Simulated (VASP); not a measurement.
Method: PBE GGA, VASP's PBE PAW potentials (set 64) (plane waves; VASP).

A VASP calculation is set up with these files.

### KPOINTS
```
kpoints
0
G
 1 1 1
```

### INCAR
```
ALGO=Normal
EDIFF=1E-6
ENCUT=400
GGA=PE
ISIF=2
ISMEAR=-1
LASPH=.TRUE.
LCHARG=.FALSE.
LREAL=.FALSE.
LWAVE=.FALSE.
NELM=100
PREC=Accurate
SIGMA=0.01
SYSTEM=Li2O
```

**POSCAR**
```
Li2O
1
    0.0000000000     2.3088450000     2.3088450000
    2.3088450000     0.0000000000     2.3088450000
    2.3088450000     2.3088450000     0.0000000000
Li O
2 1
Direct
  0.2500000000   0.2500000000   0.2500000000
  0.7500000000   0.7500000000   0.7500000000
  0.0000000000   0.0000000000   0.0000000000
```

POTCAR, in this order: Li_sv O (PBE.64 set). Program: vasp_std.

Problem. What will the output report for the number of irreducible k-points (NKPTS), largest plane-wave count, number of space-group operations, FFT grid (NGX, NGY, NGZ)?

Solution. 
```json
{
 "number of irreducible k-points (NKPTS)": "1",
 "largest_plane_wave_count": "459",
 "number_of_space_group_operations": "48",
 "FFT grid (NGX, NGY, NGZ)": "24 × 24 × 24"
}
```

The structure is a typed Li2O crystal (Fm-3m). The cell was not relaxed at this level. The k-mesh is coarse (spacing up to 2.36 per Å, 2π included), so the numbers may not be converged in it. The run is one of a series of settings (KPOINTS 1×1×1 Γ-centred mesh against the base run), some of them coarse on purpose.
